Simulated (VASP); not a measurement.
# Converging a slab model of Li(110), part 4 of 4

How far does the level below the vacuum of Li(110) depend on the numerical settings, and how far on the functional?

VASP 6.6.1, plane waves and PAW; the level of theory is named at each step.

So far, highest filled level below the vacuum (eV): step 2 (the base run, PBEsol) 3.27; step 12 (a lower cutoff, ENCUT 280, PBEsol) 3.27; step 13 (another smearing width, SIGMA 0.02, PBEsol) 3.28; step 14 (another smearing width, SIGMA 0.4, PBEsol) 3.27; step 16 (another level, functional LDA, disp none) 3.34.

### 17. Another level, functional PBE, disp none

This step: PBE; plane waves and PAW (Li) (VASP 6.6.1).

The input, INCAR:

```
SYSTEM = Li
PREC = Normal
ENCUT = 350
EDIFF = 1E-06
NELM = 120
ISMEAR = 1
SIGMA = 0.1
LREAL = .FALSE.
ALGO = Normal
GGA = PE
NBANDS = 10
LORBIT = 11
LWAVE = .FALSE.
LCHARG = .FALSE.
KPAR = 4
IDIPOL = 3
LDIPOL = .TRUE.
DIPOL = 0.5 0.5 0.5
LVHAR = .TRUE.
LVACPOTAV = .TRUE.
```

The input, POSCAR:

```
Li
1.0
    2.4678026663     -1.7450000000      0.0000000000
    2.4678026663      1.7450000000      0.0000000000
    0.0000000000      0.0000000000     32.8068159980
Li
7
Direct
    0.0000000000      0.0000000000      0.2743332361
    0.5000000000      0.5000000000      0.3495554908
    0.0000000000      0.0000000000      0.4247777454
    0.5000000000      0.5000000000      0.5000000000
    0.0000000000      0.0000000000      0.5752222546
    0.5000000000      0.5000000000      0.6504445092
    0.0000000000      0.0000000000      0.7256667639
```

The input, KPOINTS:

```
Automatic mesh
0
Gamma
9 9 1
0 0 0
```

The projector-augmented-wave data sets are Li (PBE family, release 64).

Started as:

```bash
$ mpirun -np 4 vasp_std
```

What it wrote:

```text
[banner, memory and clock lines left out]
running    4 mpi-ranks, on    1 nodes
[...]
LDA part: xc-table for (Slater+PW92), standard interpolation
 POSCAR, INCAR and KPOINTS ok, starting setup
[...]
entering main loop
       N       E                     dE             d eps       ncg     rms          rms(c)
DAV:   1    -0.483618913883E+01   -0.48362E+01   -0.15385E+03   500   0.299E+02
DAV:   2    -0.132468921001E+02   -0.84107E+01   -0.82023E+01   738   0.368E+01
DAV:   3    -0.136085977864E+02   -0.36171E+00   -0.35826E+00   682   0.808E+00
DAV:   4    -0.136196887107E+02   -0.11091E-01   -0.11072E-01   760   0.167E+00
[...]
DAV:  21    -0.127744750543E+02   -0.19715E-05   -0.27928E-07   484   0.108E-03    0.118E-04
DAV:  22    -0.127744770953E+02   -0.20410E-05   -0.21514E-07   470   0.913E-04    0.679E-05
DAV:  23    -0.127744771412E+02   -0.45906E-07   -0.75266E-09   324   0.218E-04
 [... a notice as in an earlier step ...]

   1 F= -.12774477E+02 E0= -.12773953E+02  d E =-.157134E-02
```

Elapsed: 5.6 s, on 4 MPI ranks of Intel Xeon 6975P-C (Granite Rapids), shared host; peak memory 0.71 GiB; 20 s of CPU time.

Parts of OUTCAR (step 17):

```text
  Total       -0.4718608     -0.5802961     -0.6090199      0.0000000      0.0000000      0.0000000
  in kB       -2.6756206     -3.2904877     -3.4533621      0.0000000      0.0000000      0.0000000
  external PRESSURE =      -3.1398235 kB  Pullay stress =       0.0000000 kB

 POSITION                                       TOTAL-FORCE (eV/Angst)
 -----------------------------------------------------------------------------------
      0.00000      0.00000      9.00000         0.000000     -0.000000      0.085749
      2.46780      0.00000     11.46780        -0.000000     -0.000000     -0.055983
      0.00000      0.00000     13.93561        -0.000000     -0.000000     -0.022311
      2.46780      0.00000     16.40341        -0.000000      0.000000     -0.000000
      0.00000      0.00000     18.87121        -0.000000     -0.000000      0.022311
      2.46780      0.00000     21.33901        -0.000000     -0.000000      0.055983
      0.00000      0.00000     23.80682         0.000000     -0.000000     -0.085749
 -----------------------------------------------------------------------------------
    total drift:                               -0.000000     -0.000000      0.000000

  FREE ENERGIE OF THE ION-ELECTRON SYSTEM (eV)
  ---------------------------------------------------
  free  energy   TOTEN  =       -12.7744771412 eV

  energy  without entropy=      -12.7729058057  energy(sigma->0) =      -12.77395336

[... 2 parts as in an earlier step ...]

[... 1 further part left out ...]
[key lines of the parts left out:]
E-fermi :  -1.2973
```

Against the base run its depth below the vacuum changes by -0.02 eV.

### 18. Another level, functional RPBE, disp none

This step: RPBE; plane waves and PAW (Li) (VASP 6.6.1).

INCAR, as its differences from that of step 17:

```diff
@@ -9,3 +9,3 @@
 ALGO = Normal
-GGA = PE
+GGA = RP
 NBANDS = 10
```

POSCAR is that of step 17.

KPOINTS is that of step 17.

Started as:

```bash
$ mpirun -np 4 vasp_std
```

What it wrote:

```text
[... set-up lines as in an earlier step ...]
 entering main loop
       N       E                     dE             d eps       ncg     rms          rms(c)
DAV:   1    -0.418709511082E+01   -0.41871E+01   -0.15360E+03   500   0.299E+02
DAV:   2    -0.125964027042E+02   -0.84093E+01   -0.82015E+01   740   0.368E+01
DAV:   3    -0.129536106834E+02   -0.35721E+00   -0.35383E+00   680   0.804E+00
DAV:   4    -0.129644685896E+02   -0.10858E-01   -0.10840E-01   754   0.166E+00
[...]
DAV:  21    -0.121295322761E+02   -0.29468E-05   -0.23722E-07   492   0.117E-03    0.143E-04
DAV:  22    -0.121295340945E+02   -0.18184E-05   -0.16232E-07   462   0.942E-04    0.930E-05
DAV:  23    -0.121295342401E+02   -0.14560E-06   -0.29710E-08   344   0.314E-04
 [... a notice as in an earlier step ...]

   1 F= -.12129534E+02 E0= -.12129038E+02  d E =-.148733E-02
```

The job ended after 5.6 s (4 MPI ranks; peak memory 0.7 GiB).

From OUTCAR (step 18):

```text
  Total       -0.0183697     -0.1258716     -0.2038409      0.0000000      0.0000000      0.0000000
  in kB       -0.1041628     -0.7137374     -1.1558513      0.0000000      0.0000000      0.0000000
  external PRESSURE =      -0.6579172 kB  Pullay stress =       0.0000000 kB

 POSITION                                       TOTAL-FORCE (eV/Angst)
 -----------------------------------------------------------------------------------
      0.00000      0.00000      9.00000        -0.000000      0.000000      0.058065
      2.46780      0.00000     11.46780        -0.000000      0.000000     -0.055482
      0.00000      0.00000     13.93561         0.000000      0.000000     -0.022628
      2.46780      0.00000     16.40341        -0.000000      0.000000      0.000000
      0.00000      0.00000     18.87121         0.000000      0.000000      0.022628
      2.46780      0.00000     21.33901        -0.000000      0.000000      0.055482
      0.00000      0.00000     23.80682         0.000000      0.000000     -0.058065
 -----------------------------------------------------------------------------------
    total drift:                               -0.000000     -0.000000     -0.000000

  FREE ENERGIE OF THE ION-ELECTRON SYSTEM (eV)
  ---------------------------------------------------
  free  energy   TOTEN  =       -12.1295342401 eV

  energy  without entropy=      -12.1280469053  energy(sigma->0) =      -12.12903846

[... 2 parts as in an earlier step ...]

[... 1 further part left out ...]
[key lines of the parts left out:]
E-fermi :  -1.2414
```

Against the base run its depth below the vacuum changes by -0.07 eV.

### 19. Another level, functional optB88-vdW, disp nonlocal

This step: optB88-vdW; plane waves and PAW (Li) (VASP 6.6.1).

INCAR, as its differences from that of step 18:

```diff
@@ -9,3 +9,8 @@
 ALGO = Normal
-GGA = RP
+GGA = BO
+AGGAC = 0
+LUSE_VDW = .TRUE.
+PARAM1 = 0.1833333333
+PARAM2 = 0.22
+LASPH = .TRUE.
 NBANDS = 10
```

POSCAR is that of step 18.

KPOINTS is that of step 18.

Started as:

```bash
$ mpirun -np 4 vasp_std
```

What it wrote:

```text
[banner, memory and clock lines left out]
running    4 mpi-ranks, on    1 nodes
[...]
|                                                                             |
|               ----> ADVICE to this user running VASP <----                  |
|                                                                             |
|     You have switched on vdW-DFT.                                           |
|     This routine was written and supplied by Jiri Klimes. We recommend      |
|     that you carefully read and cite the following publications:            |
|       J. Klimes, D.R. Bowler, A. Michelides                                 |
|          J. Phys.: Cond Matt. 22 022201 (2010)                              |
|       J. Klimes, D.R. Bowler, A. Michelides                                 |
|          Phys. Rev. B. 83, 195131 (2011)                                    |
|     and references therein.                                                 |
|                                                                             |

 [... a notice as in an earlier step ...]

 LDA part: xc-table for (Slater+PW92), standard interpolation
 POSCAR, INCAR and KPOINTS ok, starting setup
[...]
entering main loop
       N       E                     dE             d eps       ncg     rms          rms(c)
DAV:   1    -0.201621209649E+01   -0.20162E+01   -0.15277E+03   500   0.299E+02
DAV:   2    -0.104336492901E+02   -0.84174E+01   -0.82074E+01   750   0.363E+01
DAV:   3    -0.107989145381E+02   -0.36527E+00   -0.36166E+00   680   0.800E+00
DAV:   4    -0.108107597314E+02   -0.11845E-01   -0.11820E-01   750   0.175E+00
[...]
DAV:  21    -0.100041627225E+02   -0.10734E-04   -0.46111E-06   516   0.556E-03    0.217E-04
DAV:  22    -0.100041677729E+02   -0.50505E-05   -0.16172E-06   508   0.307E-03    0.768E-05
DAV:  23    -0.100041682796E+02   -0.50663E-06   -0.74120E-07   464   0.244E-03
 [... a notice as in an earlier step ...]

   1 F= -.10004168E+02 E0= -.10003626E+02  d E =-.162566E-02
```

It took 35 s on 4 MPI ranks; peak memory 1.5 GiB; 2.3 min of CPU time.

OUTCAR, selected parts (step 19):

```text
  Total       -0.5333959     -0.6576861     -0.6106093     -0.0000000      0.0000000      0.0000000
  in kB       -3.0245467     -3.7293171     -3.4623744     -0.0000000      0.0000000      0.0000000
  external PRESSURE =      -3.4054128 kB  Pullay stress =       0.0000000 kB

 POSITION                                       TOTAL-FORCE (eV/Angst)
 -----------------------------------------------------------------------------------
      0.00000      0.00000      9.00000        -0.000000      0.000000      0.080292
      2.46780      0.00000     11.46780        -0.000000      0.000000     -0.046911
      0.00000      0.00000     13.93561         0.000000      0.000000     -0.024844
      2.46780      0.00000     16.40341        -0.000000      0.000000      0.000000
      0.00000      0.00000     18.87121         0.000000      0.000000      0.024844
      2.46780      0.00000     21.33901        -0.000000      0.000000      0.046911
      0.00000      0.00000     23.80682         0.000000      0.000000     -0.080292
 -----------------------------------------------------------------------------------
    total drift:                               -0.000000      0.000000      0.000000

  FREE ENERGIE OF THE ION-ELECTRON SYSTEM (eV)
  ---------------------------------------------------
  free  energy   TOTEN  =       -10.0041682796 eV

  energy  without entropy=      -10.0025426207  energy(sigma->0) =      -10.00362639

[... 2 parts as in an earlier step ...]

[... 1 further part left out ...]
[key lines of the parts left out:]
E-fermi :  -1.3278
```

Against the base run its depth below the vacuum changes by +0.06 eV.

### 20. Another level, functional r2SCAN, disp none

This step: r2SCAN; plane waves and PAW (Li) (VASP 6.6.1).

INCAR, as its differences from that of step 19:

```diff
@@ -9,7 +9,3 @@
 ALGO = Normal
-GGA = BO
-AGGAC = 0
-LUSE_VDW = .TRUE.
-PARAM1 = 0.1833333333
-PARAM2 = 0.22
+METAGGA = R2SCAN
 LASPH = .TRUE.
```

POSCAR is that of step 19.

KPOINTS is that of step 19.

Started as:

```bash
$ mpirun -np 4 vasp_std
```

What it wrote:

```text
[banner, memory and clock lines left out]
running    4 mpi-ranks, on    1 nodes
[...]
[... a notice as in an earlier step ...]

 LDA part: xc-table for (None), standard interpolation
 POSCAR, INCAR and KPOINTS ok, starting setup
[...]
entering main loop
       N       E                     dE             d eps       ncg     rms          rms(c)
DAV:   1    -0.788501880499E+01   -0.78850E+01   -0.15659E+03   500   0.305E+02
DAV:   2    -0.163611211587E+02   -0.84761E+01   -0.82653E+01   754   0.367E+01
DAV:   3    -0.167052049068E+02   -0.34408E+00   -0.34106E+00   660   0.801E+00
DAV:   4    -0.167169430073E+02   -0.11738E-01   -0.11721E-01   752   0.182E+00
[...]
DAV:  20    -0.158495063861E+02   -0.14902E-05   -0.15923E-06   554   0.589E-03    0.443E-04
DAV:  21    -0.158495185390E+02   -0.12153E-04   -0.15981E-06   518   0.603E-03    0.307E-04
DAV:  22    -0.158495188250E+02   -0.28595E-06   -0.11521E-07   510   0.213E-03
 [... a notice as in an earlier step ...]

   1 F= -.15849519E+02 E0= -.15849139E+02  d E =-.114093E-02
```

It took 17 s on 4 MPI ranks; peak memory 0.73 GiB; 65 s of CPU time.

From OUTCAR (step 20):

```text
  Total       -0.0554502     -0.1275834     -0.2462447      0.0000000      0.0000000      0.0000000
  in kB       -0.3144225     -0.7234438     -1.3962961      0.0000000      0.0000000      0.0000000
  external PRESSURE =      -0.8113875 kB  Pullay stress =       0.0000000 kB

 POSITION                                       TOTAL-FORCE (eV/Angst)
 -----------------------------------------------------------------------------------
      0.00000      0.00000      9.00000        -0.000000      0.000000      0.064118
      2.46780      0.00000     11.46780         0.000000      0.000000     -0.060391
      0.00000      0.00000     13.93561         0.000000      0.000000     -0.022025
      2.46780      0.00000     16.40341         0.000000      0.000000      0.000000
      0.00000      0.00000     18.87121         0.000000      0.000000      0.022025
      2.46780      0.00000     21.33901         0.000000      0.000000      0.060391
      0.00000      0.00000     23.80682        -0.000000      0.000000     -0.064118
 -----------------------------------------------------------------------------------
    total drift:                                0.000000      0.000000     -0.000000

  FREE ENERGIE OF THE ION-ELECTRON SYSTEM (eV)
  ---------------------------------------------------
  free  energy   TOTEN  =       -15.8495188250 eV

  energy  without entropy=      -15.8483778934  energy(sigma->0) =      -15.84913851

[... 2 parts as in an earlier step ...]

[... 1 further part left out ...]
[key lines of the parts left out:]
E-fermi :  -1.2645
```

Against the base run its depth below the vacuum changes by -0.02 eV.

### 21. Comparing the runs

Times are for 4 MPI ranks of Intel Xeon 6975P-C (Granite Rapids), shared host. Results by setting:

| no. | functional | highest filled level below the vacuum (eV) | time | memory (GiB) |
| --- | --- | --- | --- | --- |
| 1 | LDA | 3.338 | 4.8 s | 0.63 |
| 2 | PBE | 3.252 | 5.6 s | 0.71 |
| 3 | RPBE | 3.205 | 5.6 s | 0.7 |
| 4 | optB88-vdW | 3.329 | 35 s | 1.5 |
| 5 | r2SCAN | 3.253 | 17 s | 0.73 |

### 22. All runs together

This step: slab, study of settings, base PBEsol; plane waves and PAW (VASP 6.6.1).

This step runs nothing: it gathers the runs above.

Numbers from this step:

* highest filled level below the vacuum: 3.272 eV

Energies of other functionals are not comparable and are left out. All runs:

| change from the base run | level below the vacuum (eV) | shift (eV) | energy change (meV/atom) | core seconds |
| --- | --- | --- | --- | --- |
| base | 3.272 | 0 | 0 | 22.4 |
| mesh 3 x 3 | 3.202 | -0.07 | -68 | 6.4 |
| mesh 6 x 6 | 3.377 | 0.105 | 12.9 | 16 |
| mesh 12 x 12 | 3.225 | -0.047 | 3.8 | 29.6 |
| vacuum 5 A | - | - | -12.8 | 10.4 |
| vacuum 8 A | - | - | 0.5 | 13.6 |
| vacuum 24 A | 3.272 | 0 | 0 | 26.4 |
| cutoff 210 eV | 3.271 | -0.001 | 0.9 | 12 |
| cutoff 280 eV | 3.272 | 0 | 0 | 15.2 |
| smearing 0.02 eV | 3.279 | 0.007 | 0.1 | 22.4 |
| smearing 0.4 eV | 3.267 | -0.005 | -0.8 | 22.4 |
| LDA | 3.338 | 0.066 | - | 19.2 |
| PBE | 3.252 | -0.019 | - | 22.4 |
| RPBE | 3.205 | -0.066 | - | 22.4 |
| optB88-vdW | 3.329 | 0.057 | - | 140 |
| r2SCAN | 3.253 | -0.018 | - | 66.4 |

### 23. Results

```json
{
  "highest filled level below the vacuum": "3.27 eV"
}
```

What this shows: The base run puts the highest filled level 3.27 eV below the vacuum at the upper face. Among the meshes tried the largest shift is 0.10 eV (mesh 6 x 6, at 0.71 times the cost). The vacuum widths shift it by about 0.01 eV or less. The lower cutoffs shift it by about 0.01 eV or less. The smearing widths shift it by about 0.01 eV or less. With vacuum 5 A and vacuum 8 A the program printed no vacuum level, so no level is given there, and the line on vacuum widths holds for the others alone. The densest mesh still moves the level by -0.05 eV, so the base mesh is converged no better than that. The functionals span 0.13 eV, from RPBE to LDA. The program warns that it found no field-free region at its default tolerance, also in runs whose level could not be checked against a flat part of the potential; that adds doubt to those levels. The thickness of the slab was not varied, and the small cell can't reconstruct. Costs come from a shared host, and the base run also writes a finer density of states, so small ratios mean little. All runs hold the atoms as cut and share one family of PAW data sets, so relaxation and each functional's own lattice are left out. LASPH is on in the runs with optB88-vdW and r2SCAN and off in those with LDA, PBE, PBEsol and RPBE, so these rows differ in more than the functional.

[Lines on the potential files, build, host, timing and source positions are cut from VASP's logs without a mark.]

[Logs are printed without paths, hosts, clocks, repeated set-up lines and the standing remarks that a program may print on its own settings, such as how far it seeks lower states.]

[Hosts, paths, dates, database ids (printed as entryN), source tags and the programs' standing remarks are cut or masked in the printed files.]

[In band tables of VASP the shares of atoms and orbitals are scaled to a sum of 1 inside the atoms' spheres.]

[Runs that stopped without an error message from VASP are left out.]
